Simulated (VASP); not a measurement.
Level of theory: PBE GGA with D3 dispersion (Becke-Johnson damping), VASP's PBE PAW potentials (set 64) (plane waves; VASP).

Input for VASP

**KPOINTS**
```
Automatic
0
Gamma
  11 11 11
0 0 0
```

**INCAR**
```
ALGO = Normal
EDIFF = 1E-7
ENCUT = 520
GGA = PE
ISIF = 2
ISMEAR = 0
IVDW = 12
LASPH = .TRUE.
LCHARG = .FALSE.
LREAL = .FALSE.
LWAVE = .FALSE.
NELM = 100
PREC = Accurate
SIGMA = 0.05
SYSTEM = MgO
```

**POSCAR**
```
MgO
1.0
  0.0000000000   2.0795050034   2.0795050034
  2.0795050034   0.0000000000   2.0795050034
  2.0795050034   2.0795050034   0.0000000000
Mg O
1 1
Direct
  0.0000000000   0.0000000000   0.0000000000
  0.5000000000   0.5000000000   0.5000000000
```

POTCAR, in this order: Mg O (PBE.64 set). Program: vasp_std.

What VASP printed:

File OUTCAR:
```
 ion  position               nearest neighbor table
   1  0.000  0.000  0.000-   2 2.08   2 2.08   2 2.08   2 2.08   2 2.08   2 2.08
   2  0.500  0.500  0.500-   1 2.08   1 2.08   1 2.08   1 2.08   1 2.08   1 2.08
  LATTYP: Found a face centered cubic cell.
 ALAT       =     4.1590100068
 Subroutine PRICEL returns:
 Original cell was already a primitive cell.
 Subroutine GETGRP returns: Found 48 space group operations
The static configuration has the point symmetry O_h .
The dynamic configuration has the point symmetry O_h .
 Subroutine INISYM returns: Found 48 space group operations
 Subroutine IBZKPT returns following result:
 Found     56 irreducible k-points:

 Following reciprocal coordinates:
            Coordinates               Weight
  0.000000  0.000000  0.000000      1.000000
  0.090909  0.000000  0.000000      8.000000
  0.181818  0.000000  0.000000      8.000000
  0.272727  0.000000  0.000000      8.000000
  0.363636  0.000000  0.000000      8.000000
  0.454545  0.000000  0.000000      8.000000
  0.090909  0.090909  0.000000      6.000000
  0.181818  0.090909  0.000000     24.000000
  0.272727  0.090909  0.000000     24.000000
  0.363636  0.090909  0.000000     24.000000
  0.454545  0.090909  0.000000     24.000000
 -0.454545  0.090909  0.000000     24.000000
 -0.363636  0.090909  0.000000     24.000000
 -0.272727  0.090909  0.000000     24.000000
 -0.181818  0.090909  0.000000     24.000000
 -0.090909  0.090909  0.000000     12.000000
  0.181818  0.181818  0.000000      6.000000
  0.272727  0.181818  0.000000     24.000000
  0.363636  0.181818  0.000000     24.000000
  0.454545  0.181818  0.000000     24.000000
 -0.454545  0.181818  0.000000     24.000000
 -0.363636  0.181818  0.000000     24.000000
 -0.272727  0.181818  0.000000     24.000000
 -0.181818  0.181818  0.000000     12.000000
...
```

File OSZICAR:
```
       N       E                     dE             d eps       ncg     rms          rms(c)
DAV:   1     0.973538311882E+01    0.97354E+01   -0.48758E+03  1088   0.884E+02
DAV:   2    -0.131845262773E+02   -0.22920E+02   -0.21325E+02  1120   0.133E+02
DAV:   3    -0.134425548251E+02   -0.25803E+00   -0.25803E+00  1216   0.155E+01
DAV:   4    -0.134428172009E+02   -0.26238E-03   -0.26238E-03  1168   0.452E-01
DAV:   5    -0.134428173766E+02   -0.17564E-06   -0.17564E-06  1240   0.901E-03    0.726E+00
DAV:   6    -0.118904408734E+02    0.15524E+01   -0.97759E+00   896   0.224E+01    0.221E+00
DAV:   7    -0.118776947070E+02    0.12746E-01   -0.34943E-02   976   0.241E+00    0.131E+00
DAV:   8    -0.118727794718E+02    0.49152E-02   -0.21967E-02   896   0.228E+00    0.141E-01
DAV:   9    -0.118727306150E+02    0.48857E-04   -0.32889E-04  1328   0.160E-01    0.686E-02
DAV:  10    -0.118728317708E+02   -0.10116E-03   -0.11724E-04   920   0.117E-01    0.519E-03
DAV:  11    -0.118728318744E+02   -0.10353E-06   -0.45613E-07  1384   0.766E-03    0.228E-03
DAV:  12    -0.118728317739E+02    0.10043E-06   -0.25295E-07   944   0.450E-03    0.212E-04
DAV:  13    -0.118728317666E+02    0.73407E-08   -0.21368E-09   552   0.586E-04
   1 F= -.12482491E+02 E0= -.12482491E+02  d E =-.265538E-12
```

File OUTCAR:
```
------------------------ aborting loop because EDIFF is reached ----------------------------------------
 Edisp (eV)   -0.60966
  FORCE on cell =-STRESS in cart. coord.  units (eV):
  Direction    XX          YY          ZZ          XY          YZ          ZX
  --------------------------------------------------------------------------------------
  Total       0.59184     0.59184     0.59184     0.00000     0.00000     0.00000
  in kB      52.72400    52.72400    52.72400     0.00000     0.00000     0.00000
  external pressure =       52.72 kB  Pullay stress =        0.00 kB
  volume of cell :       17.98
      direct lattice vectors                 reciprocal lattice vectors
     0.000000000  2.079505003  2.079505003    -0.240441836  0.240441836  0.240441836
     2.079505003  0.000000000  2.079505003     0.240441836 -0.240441836  0.240441836
     2.079505003  2.079505003  0.000000000     0.240441836  0.240441836 -0.240441836
  FREE ENERGIE OF THE ION-ELECTRON SYSTEM (eV)
  ---------------------------------------------------
  free  energy   TOTEN  =       -12.4824910583 eV

  energy  without entropy=      -12.4824910583  energy(sigma->0) =      -12.48249106
```
(Selected blocks of OUTCAR.)

**OUTCAR**
```
 val. band max:        3.4783875800   @ k =   0.0000   0.0000   0.0000

 cond. band min:       8.5839401705   @ k =   0.0000   0.0000   0.0000


 Fermi energy:         3.6980112858

 k-point     1 :       0.0000    0.0000    0.0000
  band No.  band energies     occupation
      1     -13.9849      2.00000
      2       3.4784      2.00000
      3       3.4784      2.00000
      4       3.4784      2.00000
      5       8.5839      0.00000
      6      19.4931      0.00000
      7      19.4931      0.00000
      8      19.4931      0.00000

 k-point     2 :       0.0909    0.0000    0.0000
  band No.  band energies     occupation
      1     -13.8910      2.00000
      2       2.9221      2.00000
      3       3.4183      2.00000
      4       3.4183      2.00000
      5       9.1123      0.00000
      6      18.3927      0.00000
      7      19.7061      0.00000
      8      19.7061      0.00000

 k-point     3 :       0.1818    0.0000    0.0000
  band No.  band energies     occupation
      1     -13.6288      2.00000
      2       1.7226      2.00000
      3       3.2616      2.00000
      4       3.2616      2.00000
      5      10.1847      0.00000
      6      16.9508      0.00000
      7      20.1904      0.00000
      8      20.1904      0.00000

 k-point     4 :       0.2727    0.0000    0.0000
  band No.  band energies     occupation
      1     -13.2573      2.00000
      2       0.4366      2.00000
      3       3.0655      2.00000
      4       3.0655      2.00000
      5      11.1125      0.00000
      6      16.1875      0.00000
      7      20.4733      0.00000
      8      20.4733      0.00000

 k-point     5 :       0.3636    0.0000    0.0000
  band No.  band energies     occupation
      1     -12.8804      2.00000
      2      -0.6231      2.00000
      3       2.8935      2.00000
      4       2.8935      2.00000
      5      11.5388      0.00000
      6      16.1953      0.00000
      7      20.3626      0.00000
...
```

The compound is MgO in the rock salt structure. This cell is one point of a volume scan, at 0.97 of the reference volume.
